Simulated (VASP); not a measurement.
Here is the system:

```xyz
1
Lattice="-2.1579 2.1579 2.1579 2.1579 -2.1579 2.1579 2.1579 2.1579 -2.1579" Properties=species:S:1:pos:R:3 pbc="T T T"
Eu     0.0000     0.0000     0.0000
```

The numbers are results of optB86b-vdW, VASP's PBE PAW potentials (set 64) (plane waves; VASP), not measurements. Numerical set-up: 520 eV cut-off, 13×13×13 Γ-centred mesh, tetrahedra with Blöchl corrections, potentials Eu_2.

The 4f electrons are frozen in the core of the lanthanide potential, so 4f levels, which can set the real gap, and their magnetism are missing.

Task: Estimate the energy per atom (σ→0), band gap (on the k-mesh) with the smallest direct gap where there is one.

Result: 
band gap (on the k-mesh): none (metal, semimetal or under 0.01 eV)
energy per atom (σ→0): 0.540 eV/atom

The compound is Eu in the bcc structure. It was relaxed first, which changed the volume by -16 %.
